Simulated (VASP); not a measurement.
Data:

```
AuTe2
1.0
    2.10085     3.61813    -0.00755
    2.10085    -3.61813     0.00755
    0.00000     0.00934    -5.18858
Te Au
2 1
Cartesian
  2.10085  -1.28642  -3.68361
  2.10085   1.29577  -1.50497
  0.00000   0.00000   0.00000
```

All values below come from r2SCAN meta-GGA with spin-orbit coupling, VASP's PBE PAW potentials (set 64) (plane waves; VASP). Settings: 400 eV cut-off, 8×8×6 Γ-centred mesh, Gaussian smearing of 0.050 eV, potentials Te Au.

Task: Give the energies of bands 15 to 28 at the high-symmetry points, in eV from the Fermi level.

Result: 
```csv
band,Γ,C,Y2,M2,D,A,V2
15,-3.65,-4.33,-4.13,-4.33,-4.49,-2.64,-3.97
16,-3.65,-4.33,-4.13,-4.33,-4.49,-2.64,-3.97
17,-1.14,-2.38,-3.55,-3.90,-4.17,-2.10,-3.58
18,-1.14,-2.38,-3.55,-3.90,-4.17,-2.10,-3.58
19,-0.73,-1.70,-3.50,-1.89,-3.64,-1.75,-3.32
20,-0.73,-1.70,-3.50,-1.89,-3.64,-1.75,-3.32
21,-0.08,-1.51,-2.66,-1.20,-3.43,-1.36,-2.67
22,-0.08,-1.51,-2.66,-1.20,-3.43,-1.36,-2.67
23,-0.03,-1.23,-0.65,-0.84,2.02,1.10,-1.19
24,-0.03,-1.23,-0.65,-0.84,2.02,1.10,-1.19
25,1.21,-0.94,1.77,0.17,2.32,1.50,1.85
26,1.21,-0.94,1.77,0.17,2.32,1.50,1.85
27,3.23,1.60,3.81,4.32,5.16,4.08,3.87
28,3.23,1.60,3.81,4.32,5.16,4.08,3.87
```

It has no gap at this level: it comes out as a metal or semimetal.

The compound is Te2Au in the sg12 structure. It was relaxed first.
